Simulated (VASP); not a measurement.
```
CELL_PARAMETERS angstrom
      0.00000     3.43087     3.43087
      3.43087     0.00000     3.43087
      3.43087     3.43087     0.00000
ATOMIC_POSITIONS crystal
  Hg 0.00000 0.00000 0.00000
  Te 0.25000 0.25000 0.25000
```

All values below come from revPBE GGA, VASP's PBE PAW potentials (set 64) (plane waves; VASP). Numerical set-up: 520 eV cut-off, 9×9×9 Γ-centred mesh, first-order Methfessel-Paxton smearing of 0.10 eV, potentials Hg Te.

### Question
Give the stress tensor in GPa (positive for a compressed cell).

### Answer

```
-1.50   0.00   0.00
 0.00  -1.50   0.00
 0.00   0.00  -1.50
```
The pressure is its mean diagonal, -1.50 GPa.

The compound is HgTe in the zinc blende structure. This cell is one point of a volume scan, at 1.06 of the reference volume.
